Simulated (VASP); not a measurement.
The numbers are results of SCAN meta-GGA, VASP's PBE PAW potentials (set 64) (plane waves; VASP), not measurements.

VASP input:

**INCAR**
```
# general
SYSTEM  = PtSe2
PREC    = Accurate
ENCUT   = 400
LREAL   = .FALSE.
LASPH   = .TRUE.

# electronic loop
EDIFF   = 1E-7
NELM    = 100
ALGO    = Normal
LMAXMIX = 6
LMIXTAU = .TRUE.

# smearing
ISMEAR  = -5

# functional
METAGGA = SCAN

# ions
ISIF    = 2

# output
LWAVE   = .FALSE.
LCHARG  = .FALSE.
LORBIT  = 11
NEDOS   = 601

# other
LEFG    = .TRUE.
```

**KPOINTS**
```
Automatic mesh
0
Gamma
8 8 5
0 0 0
```

POSCAR:
```
PtSe2
1
    3.6996169725     0.0000000000     0.0000000000
   -1.8498084863     3.2039627696    -0.0000000000
    0.0000000000    -0.0000000000     5.6450364755
Se Pt
2 1
Direct
  0.3333330000   0.6666670000   0.2283626973
  0.6666670000   0.3333330000   0.7716373027
  1.0000000000   0.0000000000   1.0000000000
```

KPOINTS_OPT:
```
k-points along high-symmetry lines
6
Line-mode
Reciprocal
  0.000000   0.000000   0.000000 ! GAMMA
  0.500000   0.000000   0.000000 ! M

  0.500000   0.000000   0.000000 ! M
  0.333333   0.333333   0.000000 ! K

  0.333333   0.333333   0.000000 ! K
  0.000000   0.000000   0.000000 ! GAMMA

  0.000000   0.000000   0.000000 ! GAMMA
  0.000000   0.000000   0.500000 ! A

  0.000000   0.000000   0.500000 ! A
  0.500000   0.000000   0.500000 ! L

  0.500000   0.000000   0.500000 ! L
  0.333333   0.333333   0.500000 ! H

  0.333333   0.333333   0.500000 ! H
  0.000000   0.000000   0.500000 ! A

  0.500000   0.000000   0.500000 ! L
  0.500000   0.000000   0.000000 ! M

  0.333333   0.333333   0.500000 ! H
  0.333333   0.333333   0.000000 ! K
```

POTCAR, in this order: Se Pt (PBE.64 set). Program: vasp_std.

Output of the run:

File OSZICAR:
```
       N       E                     dE             d eps       ncg     rms          rms(c)
DAV:   1    -0.155908163765E+01   -0.15591E+01   -0.89480E+03  1248   0.105E+03
DAV:   2    -0.113829901043E+03   -0.11227E+03   -0.11036E+03  1557   0.220E+02
DAV:   3    -0.117876409205E+03   -0.40465E+01   -0.40327E+01  1438   0.449E+01
DAV:   4    -0.117908138679E+03   -0.31729E-01   -0.31725E-01  1501   0.412E+00
DAV:   5    -0.117908426890E+03   -0.28821E-03   -0.28820E-03  1508   0.392E-01    0.121E+01
DAV:   6    -0.113199902141E+03    0.47085E+01   -0.30451E+00  1347   0.178E+01    0.738E+00
DAV:   7    -0.111765305371E+03    0.14346E+01   -0.93833E-01  1242   0.907E+00    0.424E+00
DAV:   8    -0.111700555853E+03    0.64750E-01   -0.15366E+00  1214   0.147E+01    0.259E+00
DAV:   9    -0.111745676740E+03   -0.45121E-01   -0.11533E+00  1200   0.128E+01    0.417E-01
DAV:  10    -0.111943690482E+03   -0.19801E+00   -0.16946E-01  1214   0.454E+00    0.237E-01
DAV:  11    -0.111952789370E+03   -0.90989E-02   -0.43106E-03  1613   0.600E-01    0.242E-01
DAV:  12    -0.111953286578E+03   -0.49721E-03   -0.18632E-04  1326   0.129E-01    0.234E-01
DAV:  13    -0.111965312142E+03   -0.12026E-01   -0.90346E-03  1249   0.100E+00    0.387E-01
DAV:  14    -0.111967475161E+03   -0.21630E-02   -0.77631E-03  1382   0.974E-01    0.225E-01
DAV:  15    -0.111968567598E+03   -0.10924E-02   -0.13315E-03  1298   0.421E-01    0.130E-01
DAV:  16    -0.111969441433E+03   -0.87384E-03   -0.11596E-03  1263   0.365E-01    0.720E-02
DAV:  17    -0.111969057134E+03    0.38430E-03   -0.10593E-03  1214   0.344E-01    0.739E-02
DAV:  18    -0.111969436185E+03   -0.37905E-03   -0.10796E-03  1214   0.371E-01    0.340E-02
DAV:  19    -0.111969434758E+03    0.14275E-05   -0.52574E-05  1620   0.699E-02    0.112E-02
DAV:  20    -0.111969442493E+03   -0.77348E-05   -0.48555E-06  1298   0.219E-02    0.906E-03
DAV:  21    -0.111969439464E+03    0.30288E-05   -0.64088E-06  1270   0.316E-02    0.564E-03
DAV:  22    -0.111969450412E+03   -0.10948E-04   -0.33700E-06  1270   0.170E-02    0.109E-03
DAV:  23    -0.111969448706E+03    0.17061E-05   -0.20460E-07  1077   0.485E-03    0.168E-03
DAV:  24    -0.111969448591E+03    0.11468E-06   -0.20880E-08   649   0.138E-03    0.176E-03
DAV:  25    -0.111969448686E+03   -0.94705E-07   -0.27535E-07  1213   0.586E-03
   1 F= -.11196945E+03 E0= -.11196945E+03  d E =0.000000E+00
       N       E                     dE             ncg
       N       E                     dE             ncg
```

### OUTCAR
```
------------------------ aborting loop because EDIFF is reached ----------------------------------------
  FORCE on cell =-STRESS in cart. coord.  units (eV):
  Direction    XX          YY          ZZ          XY          YZ          ZX
  --------------------------------------------------------------------------------------
  Total       -0.0116156     -0.0116156      0.0678940      0.0000000     -0.0000000      0.0000000
  in kB       -0.2781266     -0.2781267      1.6256652      0.0000000     -0.0000000      0.0000000
  external PRESSURE =       0.3564706 kB  Pullay stress =       0.0000000 kB
  volume of cell :       66.91
      direct lattice vectors                 reciprocal lattice vectors
     3.699616972  0.000000000  0.000000000     0.270298252  0.156056745  0.000000000
    -1.849808486  3.203962770  0.000000000     0.000000000  0.312113489  0.000000000
     0.000000000  0.000000000  5.645036476     0.000000000  0.000000000  0.177146774
 POSITION                                       TOTAL-FORCE (eV/Angst)
 -----------------------------------------------------------------------------------
     -0.00000      2.13598      1.28912        -0.000000      0.000000      0.001468
      1.84981      1.06799      4.35592         0.000000     -0.000000     -0.001468
      0.00000      0.00000      0.00000        -0.000000      0.000000      0.000000
 -----------------------------------------------------------------------------------
    total drift:                                0.000000     -0.000000      0.000000
  FREE ENERGIE OF THE ION-ELECTRON SYSTEM (eV)
  ---------------------------------------------------
  free  energy   TOTEN  =      -111.9694486861 eV

  energy  without entropy=     -111.9694486861  energy(sigma->0) =     -111.96944869

 total charge

# of ion       s       p       d       tot
------------------------------------------
    1        1.484   2.275   0.064   3.823
    2        1.484   2.275   0.064   3.823
    3        0.660   0.692   8.006   9.359
--------------------------------------------------
tot          3.628   5.243   8.134  17.005

 Electric field gradients after diagonalization (V/A^2)
 (convention: |V_zz| > |V_xx| > |V_yy|)
----------------------------------------------------------------------
 ion       V_xx      V_yy      V_zz     asymmetry (V_yy - V_xx)/ V_zz
----------------------------------------------------------------------
   1      51.169    51.168  -102.337       0.000
   2      51.169    51.168  -102.337       0.000
   3     -68.514   -68.513   137.027       0.000
```
(Selected blocks of OUTCAR.)

The structure comes from a measured PtSe2 entry (P-3m1) of the Crystallography Open Database, whose conditions weren't checked. It was relaxed first, which changed the volume by +11 %.
